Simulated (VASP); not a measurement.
A run of VASP 6.6.1:

INCAR

```
SYSTEM = AlN
PREC = Accurate
ENCUT = 520
EDIFF = 1E-8
ISMEAR = 0
SIGMA = 0.01
LREAL = .FALSE.
LASPH = .TRUE.
NELM = 100
ALGO = Fast
ISIF = 2
LWAVE = .FALSE.
LCHARG = .FALSE.
GGA = PE
LEPSILON = .TRUE.
```

File KPOINTS:

```
regular mesh
0
G
  10 10 6
  0 0 0
```

File POSCAR:

```
AlN
1.0
    3.1130000000      0.0000000000      0.0000000000
   -1.5565000000      2.6959370820      0.0000000000
    0.0000000000      0.0000000000      4.9810000000
Al N
2 2
Direct
    0.3333333333      0.6666666667     -0.0009850666
    0.6666666667      0.3333333333      0.4990149334
    0.3333333333      0.6666666667      0.3809850666
    0.6666666667      0.3333333333      0.8809850666
```

Potentials or basis: VASP PAW PBE potentials, release 64 (Al, N).

The run is started by

```sh
$ cat potpaw_PBE.64/Al/POTCAR potpaw_PBE.64/N/POTCAR > POTCAR
$ mpirun -np 1 vasp_std > vasp.out
```

Hardware: 1 thread of Intel(R) Xeon(R) Platinum 8375C CPU @ 2.90GHz (Ice Lake), on a shared host.

Estimate the wall time of this run.

Run time: 3 min on 1 thread of Intel(R) Xeon(R) Platinum 8375C CPU @ 2.90GHz (Ice Lake), on a shared host, peak memory 0.33 GiB. Counts: scf iterations 109, k points 56.
